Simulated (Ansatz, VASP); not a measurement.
# W2CO2 (W2CO2 MXene monolayer): VASP beside Ansatz, part 2 of 2

Wanted: the spread between two codes on one cell, functional and k mesh. Of the first pair: The structure shown is the start of the Ansatz relaxation below; VASP solves that cell, so the two are compared at the walk's first step.

VASP 6.6.1 and Ansatz 0.2.0.

So far: The structure; Ansatz: relaxation, PBE with D3(BJ); VASP: single point, PBE with D3(BJ), start cell, pair 1.

## (4) Side by side

Known differences besides the potentials themselves: Ansatz cuts the interaction across the vacuum, VASP repeats the sheet with a dipole correction; the data sets hold 44 valence electrons in Ansatz (on its PAW soft_1 files) and 28 in VASP; the cutoff is 420 eV in Ansatz and 520 eV in VASP. Total energies have different zeros and are not compared.

Forces (eV/Å; atoms numbered as in POSCAR):

```tsv
atom	Ansatz x, y, z	VASP x, y, z
O1	0.000, 0.000, 0.155	0.000, 0.000, 0.156
O2	0.000, 0.000, -0.155	0.000, 0.000, -0.156
W3	0.000, 0.000, 2.532	0.000, 0.000, 2.533
W4	0.000, 0.000, -2.532	0.000, 0.000, -2.533
C5	0.000, 0.000, 0.000	0.000, 0.000, 0.000
```

The forces differ by 0.6 meV/Å r.m.s., which is 0.1 % of the r.m.s. force of 0.927 eV/Å (both taken over all components). With vacuum in the cell, a pressure given here is an average over mostly empty space and none of the material.

## (5) Ansatz: relaxation, PBE with D3(BJ)

This run makes the geometry at which the two programs are then compared.

The structure compared here is the end of the Ansatz relaxation.

File input.yaml:

```yaml
crystal:
  lattice:
    - [3.125408, 0.0, 0.0]
    - [-1.562704, 2.7066827252, 0.0]
    - [0.0, 0.0, 40.3843915802]
  atoms:
    - { symbol: O, position: [0.3333333333, 0.6666666667, 0.4420024495] }
    - { symbol: W, position: [0.6666666667, 0.3333333333, 0.4694633822] }
    - { symbol: C, position: [0.0, 0.0, 0.5] }
    - { symbol: W, position: [0.3333333333, 0.6666666667, 0.5305366178] }
    - { symbol: O, position: [0.6666666667, 0.3333333333, 0.5579975505] }
  periodic: [true, true, false]
kpoints:
  mp_grid: { grid: [12, 12, 1] }
hamiltonian:
  xc: pbe
  dispersion: d3bj
  pseudopotentials: { kind: paw, azcp: { folder: soft_1 } }
scf:
  occupations: { method: fermi_dirac, width: 0.05 }
  convergence: { dr2_threshold: 1.0e-09 }
relax:
  f_tol: 0.004
  max_steps: 90
  cell: {}
output:
  write_potential: true
  write_density: true
  volumetric_format: npy
```

Launch:

```bash
$ ansatz run input.yaml --threads 2 --pin off --max-ram 3072MiB --backend cpu --events-out ev --progress --plain --runs-dir out
```

Numbers of over 12 decimals in the logs are rounded to 6 here.

What it wrote:

```text
[...]
Crystal: 5 atoms, lattice volume = 341.631 Å³
Basis set: ecut = 420 eV, 6627 PW (Γ), exchange–correlation on 48×48×540 points (8 copies of the dense FFT grid, shifted against one another)
Bands: 27, of which v1, the nominal top of the filled ones, is band 22 counted from 1 (21 counted from 0)
Symmetry: 12 space group operations
[...]
cell:  # Å, volume = 335.3204 Å³
    - [3.096406, 0.0, 0]
    - [-1.548203, 2.681566, 0]
    - [0, 0, 40.3843915802]
  atoms:
    - { symbol: O, position: [0.333333, 0.666667, 0.444421] }
    - { symbol: W, position: [0.666667, 0.333333, 0.472631] }
    - { symbol: C, position: [0, 0, 0.5] }
    - { symbol: W, position: [0.333333, 0.666667, 0.527369] }
    - { symbol: O, position: [0.666667, 0.333333, 0.555579] }
[key lines of the parts left out:]
SCF converged after 3 iterations
Free energy (F): -22158.163144 eV
Fermi energy:    -5.792062 eV
P = ½ c Tr σ = -0.0020 N/m
```

## (6) VASP: single point, PBE with D3(BJ), relaxed cell, pair 2

The same cell, functional, mesh and smearing now go to VASP, with its own data sets.

File INCAR:

```
SYSTEM = W2CO2
PREC = Accurate
ENCUT = 520
EDIFF = 1E-06
NELM = 120
ISMEAR = -1
SIGMA = 0.05
LREAL = .FALSE.
ALGO = Normal
GGA = PE
IVDW = 12
NBANDS = 20
LASPH = .TRUE.
LORBIT = 11
LWAVE = .FALSE.
LCHARG = .FALSE.
ISIF = 2
LDIPOL = .TRUE.
IDIPOL = 3
DIPOL = 0.5 0.5 0.5
LVHAR = .TRUE.
GGA_COMPAT = .FALSE.
NELMDL = -8
KPAR = 2
```

File POSCAR:

```
W2CO2
1.0
    3.0964058859      0.0000000000      0.0000000000
   -1.5482029430      2.6815661576      0.0000000000
    0.0000000000      0.0000000000     40.3843915802
O W C
2 2 1
Direct
    0.3333333333      0.6666666667      0.4444211849
    0.6666666667      0.3333333333      0.5555788151
    0.6666666667      0.3333333333      0.4726307456
    0.3333333333      0.6666666667      0.5273692544
    0.0000000000      0.0000000000      0.5000000000
```

File KPOINTS:

```
Automatic mesh
0
Gamma
12 12 1
0 0 0
```

PAW data sets: O, W and C (PBE family, release 64).

Launch:

```bash
$ mpirun -np 2 vasp_std
```

What it wrote:

```text
[... set-up lines as in an earlier step ...]
 entering main loop
       N       E                     dE             d eps       ncg     rms          rms(c)
DAV:   1     0.249636750368E+03    0.24964E+03   -0.10135E+04   808   0.102E+03
DAV:   2    -0.159179646499E+02   -0.26555E+03   -0.25213E+03  1212   0.236E+02
DAV:   3    -0.575144553814E+02   -0.41596E+02   -0.40988E+02   984   0.112E+02
DAV:   4    -0.587335957453E+02   -0.12191E+01   -0.12046E+01  1104   0.215E+01
[...]
DAV:  23    -0.493915982317E+02   -0.26028E-05   -0.15637E-07   452   0.304E-03    0.683E-04
DAV:  24    -0.493915998633E+02   -0.16316E-05   -0.62618E-08   448   0.149E-03    0.189E-04
DAV:  25    -0.493916008055E+02   -0.94224E-06   -0.34719E-08   460   0.114E-03
   1 F= -.50560661E+02 E0= -.50555305E+02  d E =-.107116E-01
```

From OUTCAR (step 6):

```text
 Edisp (eV)   -1.16906

  Total       0.05600     0.05600    -0.01044    -0.00000     0.00000    -0.00000
  in kB       0.26759     0.26759    -0.04991    -0.00000     0.00000    -0.00000
  external pressure =        0.16 kB  Pullay stress =        0.00 kB

 POSITION                                       TOTAL-FORCE (eV/Angst)
 -----------------------------------------------------------------------------------
     -0.00000      1.78771     17.94768        -0.000000      0.000000     -0.041874
      1.54820      0.89386     22.43671        -0.000000     -0.000000      0.041874
      1.54820      0.89386     19.08691         0.000000      0.000000      0.056170
     -0.00000      1.78771     21.29749         0.000000      0.000000     -0.056170
      0.00000      0.00000     20.19220         0.000000      0.000000      0.000000
 -----------------------------------------------------------------------------------
    total drift:                               -0.000000      0.000000     -0.000000

  FREE ENERGIE OF THE ION-ELECTRON SYSTEM (eV)
  ---------------------------------------------------
  free  energy   TOTEN  =       -50.5606605869 eV

  energy  without entropy=      -50.5499490317  energy(sigma->0) =      -50.55530481

[... 1 part as in an earlier step ...]

[... 2 further parts left out ...]
[key lines of the parts left out:]
E-fermi :  -3.7785
```

## (7) Side by side

What differs besides the data sets and the points named for the pairs above, as far as they apply: the data sets hold 44 valence electrons in Ansatz (on its PAW soft_1 files) and 28 in VASP. Total energies have different zeros and are not compared.

Forces (eV/Å; atoms numbered as in POSCAR):

```tsv
atom	Ansatz x, y, z	VASP x, y, z
O1	0.000, 0.000, 0.000	0.000, 0.000, -0.042
O2	0.000, 0.000, 0.000	0.000, 0.000, 0.042
W3	0.000, 0.000, 0.000	0.000, 0.000, 0.056
W4	0.000, 0.000, 0.000	0.000, 0.000, -0.056
C5	0.000, 0.000, 0.000	0.000, 0.000, 0.000
```

The forces differ by 26 meV/Å r.m.s., where the r.m.s. force is 0.000 eV/Å in Ansatz and 0.026 eV/Å in VASP: the atoms lie near their places of rest in Ansatz, so a percentage would say little (all taken over all components). With vacuum in the cell, a pressure given here is an average over mostly empty space and none of the material.

## (8) What the set-up changes

Further runs change the set-up of one program: Ansatz's method, potentials or start, or VASP's data sets, cutoff or form of LDA. The table gives that difference for each run.

```tsv
run	r.m.s. force difference (meV/Å)
as above	26
VASP with the data sets O, W_sv and C	39
```

## (9) Summary of results

| Quantity | Value |
| --- | --- |
| r.m.s. force difference (single point, PBE with D3(BJ), start cell, pair 1) | 0.062 % of the r.m.s. force |
| r.m.s. force difference (single point, PBE with D3(BJ), relaxed cell, pair 2) | 26 meV/Å |

The r.m.s. force difference is 26 meV/Å (single point, PBE with D3(BJ), relaxed cell, pair 2), beyond the 12 meV/Å picked in this series as the mark of a large difference. The data sets hold unlike numbers of valence electrons (44 in Ansatz and 28 in VASP), so part of the differences comes from the potentials. Single point, PBE with D3(BJ), relaxed cell, pair 2, VASP with the data sets O, W_sv and C: r.m.s. force difference goes from 26 to 39 meV/Å. Such differences can come from data sets, numerical settings and the points named under the comparisons, not from the functional's error against experiment.

[Lines on the potential files, build, host, timing and source positions are cut from VASP's logs without a mark.]

[Logs are printed without paths, hosts, clocks, repeated set-up lines and the standing remarks that a program may print on its own settings, such as how far it seeks lower states.]

[Hosts, paths, dates, database ids (printed as entryN), source tags and the programs' standing remarks are cut or masked in the printed files.]
